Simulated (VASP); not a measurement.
Data:

```yaml
crystal:
  lattice:
    - [-1.44469, 1.44469, 1.44469]
    - [1.44469, -1.44469, 1.44469]
    - [1.44469, 1.44469, -1.44469]
  atoms:
    - { symbol: Fe, position: [0.00000, 0.00000, 0.00000], spin: 2.2 }
```

All values below come from PBE GGA, VASP's PBE PAW potentials (set 64) (plane waves; VASP 6.6.1). Run with 520 eV cut-off, 18×18×18 Γ-centred mesh, first-order Methfessel-Paxton smearing of 0.10 eV, potentials Fe.

### Question
Give the stress tensor in GPa (positive for a compressed cell).

### Answer

```
-10.09    0.00    0.00
  0.00  -10.09    0.00
  0.00    0.00  -10.09
```
The pressure is its mean diagonal, -10.09 GPa.

The compound is Fe in the bcc structure. This cell is one point of a volume scan, at 1.06 of the reference volume.
